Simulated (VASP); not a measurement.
Here is the system:

```yaml
crystal:
  lattice:
    - [0.00000, 2.88926, 2.88926]
    - [2.88926, 0.00000, 2.88926]
    - [2.88926, 2.88926, 0.00000]
  atoms:
    - { symbol: Be, position: [0.00000, 0.00000, 0.00000] }
    - { symbol: Te, position: [0.25000, 0.25000, 0.25000] }
```

All values below come from vdW-DF2, VASP's PBE PAW potentials (set 64) (plane waves; VASP). Settings: 520 eV cut-off, 9×9×9 Γ-centred mesh, tetrahedra with Blöchl corrections, potentials Be Te.

Problem. Predict the energy per atom (σ→0).

Solution. 
- energy per atom (σ→0): -2.329 eV/atom

Only differences to runs with the same potentials and settings are physical.

The compound is BeTe in the zinc blende structure. It was relaxed first, which changed the volume by +8 %.
